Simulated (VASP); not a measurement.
Data:

```xyz
3
Lattice="0.0000 3.4979 3.4979 3.4979 0.0000 3.4979 3.4979 3.4979 0.0000" Properties=species:S:1:pos:R:3 pbc="T T T"
Sr     0.0000     0.0000     0.0000
Cl     1.7490     1.7490     1.7490
Cl     5.2469     5.2469     5.2469
```

The numbers are results of r2SCAN meta-GGA, VASP's PBE PAW potentials (set 64) (plane waves; VASP 6.6.1), not measurements. Settings: 400 eV cut-off, 7×7×7 Γ-centred mesh, Gaussian smearing of 0.010 eV, potentials Sr_sv Cl.

Estimate the energy per atom (σ→0).

The energy per atom (σ→0) is -11896 meV/atom.

The compound is SrCl2 in the fluorite structure. It was relaxed first.
